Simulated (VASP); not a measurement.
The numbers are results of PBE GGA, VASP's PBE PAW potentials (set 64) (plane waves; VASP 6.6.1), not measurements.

The input files of a VASP run:

File KPOINTS:
```
kpoints
0
G
  6 6 6
```

**INCAR**
```
! general
SYSTEM  = CdTe
PREC    = Accurate
ENCUT   = 400   ! plane-wave cut-off (eV)
LREAL   = F
LASPH   = T
NELECT  = 18.5

! electronic loop
EDIFF   = 1E-6   ! SCF stop (eV)
NELM    = 100   ! most electronic steps
ALGO    = Normal   ! blocked Davidson
LMAXMIX = 4   ! l cut-off of mixed one-centre charges

! smearing
ISMEAR  = 0   ! Gaussian
SIGMA   = 0.05

! functional
GGA     = PE

! ions
ISIF    = 2   ! forces and stress, cell fixed

! output
LWAVE   = F
LCHARG  = F
```

POSCAR:
```
CdTe
6.480
  0.0000000000   0.5000000000   0.5000000000
  0.5000000000   0.0000000000   0.5000000000
  0.5000000000   0.5000000000   0.0000000000
Cd Te
1 1
direct
  0.0000000000   0.0000000000   0.0000000000
  0.2500000000   0.2500000000   0.2500000000
```

POTCAR, in this order: Cd Te (PBE.64 set). Program: vasp_std.

Output

OUTCAR:
```
 ion  position               nearest neighbor table
   1  0.000  0.000  0.000-   2 2.81   2 2.81   2 2.81   2 2.81
   2  0.250  0.250  0.250-   1 2.81   1 2.81   1 2.81   1 2.81
  LATTYP: Found a face centered cubic cell.
 ALAT       =     6.4800000000
 Subroutine PRICEL returns:
 Original cell was already a primitive cell.
 Subroutine GETGRP returns: Found 24 space group operations
The static configuration has the point symmetry T_d .
The dynamic configuration has the point symmetry T_d .
 Subroutine INISYM returns: Found 24 space group operations
 Subroutine IBZKPT returns following result:
 Found     16 irreducible k-points:

 Following reciprocal coordinates:
            Coordinates               Weight
  0.000000  0.000000  0.000000      1.000000
  0.166667  0.000000  0.000000      8.000000
  0.333333  0.000000  0.000000      8.000000
  0.500000  0.000000  0.000000      4.000000
  0.166667  0.166667  0.000000      6.000000
  0.333333  0.166667  0.000000     24.000000
  0.500000  0.166667  0.000000     24.000000
 -0.333333  0.166667  0.000000     24.000000
 -0.166667  0.166667  0.000000     12.000000
...
```

File OSZICAR:
```
       N       E                     dE             d eps       ncg     rms          rms(c)
DAV:   1     0.929279131195E+02    0.92928E+02   -0.74477E+03   424   0.982E+02
DAV:   2     0.717594173828E+00   -0.92210E+02   -0.89792E+02   481   0.264E+02
DAV:   3    -0.265770635318E+01   -0.33753E+01   -0.33655E+01   506   0.537E+01
DAV:   4    -0.268889755286E+01   -0.31191E-01   -0.31187E-01   614   0.436E+00
DAV:   5    -0.268897366874E+01   -0.76116E-04   -0.76116E-04   481   0.204E-01    0.101E+01
DAV:   6    -0.247987630039E+01    0.20910E+00   -0.55950E-01   436   0.761E+00    0.636E+00
DAV:   7    -0.246836054301E+01    0.11516E-01   -0.14235E-01   476   0.299E+00    0.164E+00
DAV:   8    -0.246710593190E+01    0.12546E-02   -0.18177E-02   441   0.193E+00    0.606E-01
DAV:   9    -0.246713292539E+01   -0.26993E-04   -0.13896E-03   436   0.474E-01    0.138E-01
DAV:  10    -0.246718629550E+01   -0.53370E-04   -0.11613E-04   491   0.123E-01    0.357E-02
DAV:  11    -0.246720272601E+01   -0.16431E-04   -0.40151E-05   441   0.710E-02    0.165E-02
DAV:  12    -0.246720648781E+01   -0.37618E-05   -0.10036E-05   476   0.431E-02    0.424E-03
DAV:  13    -0.246720643514E+01    0.52668E-07   -0.90726E-07   333   0.831E-03
   1 F= -.24672064E+01 E0= -.24646628E+01  d E =-.508717E-02
```

**OUTCAR**
```
------------------------ aborting loop because EDIFF is reached ----------------------------------------
  FORCE on cell =-STRESS in cart. coord.  units (eV):
  Direction    XX          YY          ZZ          XY          YZ          ZX
  --------------------------------------------------------------------------------------
  Total        6.0467056      6.0467056      6.0467056      0.0000000      0.0000000      0.0000000
  in kB      142.4178352    142.4178352    142.4178352      0.0000000      0.0000000      0.0000000
  external PRESSURE =     142.4178352 kB  Pullay stress =       0.0000000 kB
  volume of cell :       68.02
      direct lattice vectors                 reciprocal lattice vectors
     0.000000000  3.240000000  3.240000000    -0.154320988  0.154320988  0.154320988
     3.240000000  0.000000000  3.240000000     0.154320988 -0.154320988  0.154320988
     3.240000000  3.240000000  0.000000000     0.154320988  0.154320988 -0.154320988
  FREE ENERGIE OF THE ION-ELECTRON SYSTEM (eV)
  ---------------------------------------------------
  free  energy   TOTEN  =        -2.4672064351 eV

  energy  without entropy=       -2.4621192629  energy(sigma->0) =       -2.46466285
```
(Selected blocks of OUTCAR.)

**OUTCAR**
```
 val. band max:        4.9052385609   @ k =  -0.1667   0.1667   0.0000

 cond. band min:       4.9280417061   @ k =   0.5000   0.3333   0.0000


 Fermi energy:         4.9112348949

 k-point     1 :       0.0000    0.0000    0.0000
  band No.  band energies     occupation
      1      -8.9032      2.00000
      2      -5.8804      2.00000
      3      -5.8804      2.00000
      4      -5.8804      2.00000
      5      -5.6119      2.00000
      6      -5.6119      2.00000
      7       2.2918      2.00000
      8       2.2918      2.00000
      9       2.2918      2.00000
     10       2.9521      2.00000
     11       6.8008      0.00000
     12       6.8008      0.00000
     13       6.8008      0.00000

 k-point     2 :       0.1667    0.0000    0.0000
  band No.  band energies     occupation
      1      -8.7976      2.00000
      2      -5.8610      2.00000
      3      -5.8610      2.00000
      4      -5.8016      2.00000
      5      -5.6133      2.00000
      6      -5.6133      2.00000
      7       0.5130      2.00000
      8       2.0580      2.00000
      9       2.0580      2.00000
     10       4.0671      2.00000
     11       6.8631      0.00000
     12       7.1414      0.00000
     13       7.1414      0.00000

 k-point     3 :       0.3333    0.0000    0.0000
  band No.  band energies     occupation
      1      -8.5838      2.00000
      2      -5.8277      2.00000
      3      -5.8277      2.00000
      4      -5.6088      2.00000
      5      -5.6088      2.00000
      6      -5.5274      2.00000
      7      -1.3504      2.00000
      8       1.6694      2.00000
      9       1.6694      2.00000
     10       4.1146      2.00000
     11       7.4006      0.00000
     12       7.4006      0.00000
     13       8.3415      0.00000

 k-point     4 :       0.5000    0.0000    0.0000
  band No.  band energies     occupation
      1      -8.4778      2.00000
      2      -5.8150      2.00000
      3      -5.8150      2.00000
...
```

The cell is charged, with a uniform compensating background. Unless said otherwise, spin-orbit coupling is left out, though it shifts the bands of the heavy elements here.

The compound is CdTe in the zinc blende structure. The cell was not relaxed at this level. The run is one of a series of settings (NELECT = 18.5 against the base run), some of them coarse on purpose.
